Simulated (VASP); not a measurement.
Level of theory: PBE GGA, VASP's PBE PAW potentials (set 64) (plane waves; VASP 6.6.1).

VASP ran on this input.

### INCAR
```
SYSTEM = Ca
PREC = Accurate; ENCUT = 520; LREAL = .False.
LASPH = .True.
EDIFF = 1E-6; NELM = 100; ALGO = Normal
ISMEAR = 1; SIGMA = 0.1
GGA = PE
IBRION = 2; NSW = 60; ISIF = 3
EDIFFG = -0.01
LWAVE = .False.; LCHARG = .False.
```

### KPOINTS
```
Automatic
0
gamma
 10 10 10
```

File POSCAR:
```
Ca
1.0
  0.0000000000   2.7626254939   2.7626254939
  2.7626254939   0.0000000000   2.7626254939
  2.7626254939   2.7626254939   0.0000000000
Ca
1
Cartesian
  0.0000000000   0.0000000000   0.0000000000
```

POTCAR, in this order: Ca_sv (PBE.64 set). Program: vasp_std.

Output of the run:

**OSZICAR**
```
       N       E                     dE             d eps       ncg     rms          rms(c)
DAV:   1     0.661177163435E+02    0.66118E+02   -0.50749E+03   846   0.998E+02
DAV:   2    -0.547712538838E+00   -0.66665E+02   -0.66296E+02   871   0.233E+02
DAV:   3    -0.188600434048E+01   -0.13383E+01   -0.13240E+01  1305   0.347E+01
DAV:   4    -0.194028008126E+01   -0.54276E-01   -0.54270E-01  1291   0.534E+00
DAV:   5    -0.194120664422E+01   -0.92656E-03   -0.92607E-03  1333   0.436E-01    0.221E+00
DAV:   6    -0.193381907426E+01    0.73876E-02   -0.11689E-02  1108   0.137E+00    0.135E+00
DAV:   7    -0.193157796052E+01    0.22411E-02   -0.16980E-02  1081   0.182E+00    0.105E-01
DAV:   8    -0.193115965003E+01    0.41831E-03   -0.21223E-03   999   0.490E-01    0.204E-02
DAV:   9    -0.193117013131E+01   -0.10481E-04   -0.12050E-04  1333   0.893E-02    0.605E-03
DAV:  10    -0.193117071163E+01   -0.58032E-06   -0.71804E-06  1109   0.303E-02
   1 F= -.19311707E+01 E0= -.19312172E+01  d E =-.193117E+01
```

File OUTCAR:
```
------------------------ aborting loop because EDIFF is reached ----------------------------------------
  FORCE on cell =-STRESS in cart. coord.  units (eV):
  Direction    XX          YY          ZZ          XY          YZ          ZX
  --------------------------------------------------------------------------------------
  Total        0.0029903      0.0029903      0.0029903      0.0000000     -0.0000000     -0.0000000
  in kB        0.1136125      0.1136125      0.1136125      0.0000000     -0.0000000     -0.0000000
  external PRESSURE =       0.1136125 kB  Pullay stress =       0.0000000 kB
  volume of cell :       42.17
      direct lattice vectors                 reciprocal lattice vectors
     0.000000000  2.762625494  2.762625494    -0.180987253  0.180987253  0.180987253
     2.762625494  0.000000000  2.762625494     0.180987253 -0.180987253  0.180987253
     2.762625494  2.762625494  0.000000000     0.180987253  0.180987253 -0.180987253
 POSITION                                       TOTAL-FORCE (eV/Angst)
 -----------------------------------------------------------------------------------
      0.00000      0.00000      0.00000         0.000000      0.000000     -0.000000
 -----------------------------------------------------------------------------------
    total drift:                               -0.000000     -0.000000      0.000000
  FREE ENERGIE OF THE ION-ELECTRON SYSTEM (eV)
  ---------------------------------------------------
  free  energy   TOTEN  =        -1.9311707116 eV

  energy  without entropy=       -1.9313100860  energy(sigma->0) =       -1.93121717

 reached required accuracy - stopping structural energy minimisation
```
(Selected blocks of OUTCAR.)

**OUTCAR**
```
 val. band max:        1.9813590285   @ k =  -0.3000   0.4000   0.1000

 cond. band min:       2.0517302710   @ k =  -0.4000   0.2000   0.0000


 Fermi energy:         1.9903538925

 k-point     1 :       0.0000    0.0000    0.0000
  band No.  band energies     occupation
      1     -40.0654      2.00000
      2     -20.9816      2.00000
      3     -20.9816      2.00000
      4     -20.9816      2.00000
      5      -2.0648      2.00000
      6       4.2943      0.00000
      7       4.2943      0.00000
      8       4.2943      0.00000
      9       5.3632      0.00000

 k-point     2 :       0.1000    0.0000    0.0000
  band No.  band energies     occupation
      1     -40.0641      2.00000
      2     -20.9950      2.00000
      3     -20.9834      2.00000
      4     -20.9834      2.00000
      5      -1.8940      2.00000
      6       4.1133      0.00000
      7       4.3567      0.00000
      8       4.3567      0.00000
      9       5.3107      0.00000

 k-point     3 :       0.2000    0.0000    0.0000
  band No.  band energies     occupation
      1     -40.0607      2.00000
      2     -21.0299      2.00000
      3     -20.9882      2.00000
      4     -20.9882      2.00000
      5      -1.3987      2.00000
      6       3.6603     -0.00000
      7       4.4448      0.00000
      8       4.4448      0.00000
      9       5.2878      0.00000

 k-point     4 :       0.3000    0.0000    0.0000
  band No.  band energies     occupation
      1     -40.0565      2.00000
      2     -21.0727      2.00000
      3     -20.9942      2.00000
      4     -20.9942      2.00000
      5      -0.6328      2.00000
      6       3.0671     -0.00000
      7       4.3711      0.00000
      8       4.3711      0.00000
      9       5.5268      0.00000

 k-point     5 :       0.4000    0.0000    0.0000
  band No.  band energies     occupation
      1     -40.0531      2.00000
      2     -21.1069      2.00000
      3     -20.9990      2.00000
...
```

The compound is Ca in the fcc structure. It was relaxed first. The start is the result of an earlier pass.
